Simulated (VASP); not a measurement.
Given:

```xyz
5
Lattice="4.1790 0.0000 0.0000 0.0000 4.1790 0.0000 0.0000 0.0000 4.1790" Properties=species:S:1:pos:R:3 pbc="T T T"
Ba     0.0000     0.0000     0.0000
Hf     2.0895     2.0895     2.0895
O      2.0895     0.0000     2.0895
O      0.0000     2.0895     2.0895
O      2.0895     2.0895     0.0000
```

The numbers are results of revTPSS meta-GGA, VASP's PBE PAW potentials (set 64) (plane waves; VASP), not measurements. Settings: 520 eV cut-off, 6×6×6 Γ-centred mesh, tetrahedra with Blöchl corrections, potentials Ba_sv Hf_pv O.

Unless said otherwise, spin-orbit coupling is left out, though it shifts the bands of the heavy elements here.

**Question.** Give the energies of bands 11 to 22 at the high-symmetry points, in eV from the valence-band maximum.

**Answer.** 
```tsv
band	Γ	X	M	R
11	-1.74	-3.95	-4.28	-4.47
12	-1.74	-2.15	-3.88	-3.73
13	-1.74	-2.15	-3.74	-3.73
14	-1.01	-1.88	-2.47	-2.58
15	-1.01	-1.77	-2.47	-2.58
16	-1.01	-1.77	-1.07	-2.58
17	-0.22	-1.74	-0.96	0.00
18	-0.22	-0.55	-0.96	0.00
19	-0.22	-0.55	-0.08	0.00
20	3.60	4.16	6.33	6.11
21	3.60	6.43	6.33	6.11
22	3.60	6.43	6.70	6.11
```

The gap is indirect, 3.60 eV, from the valence maximum at R to the conduction minimum at Γ.

The compound is BaHfO3 in the cubic perovskite structure. It was relaxed first.
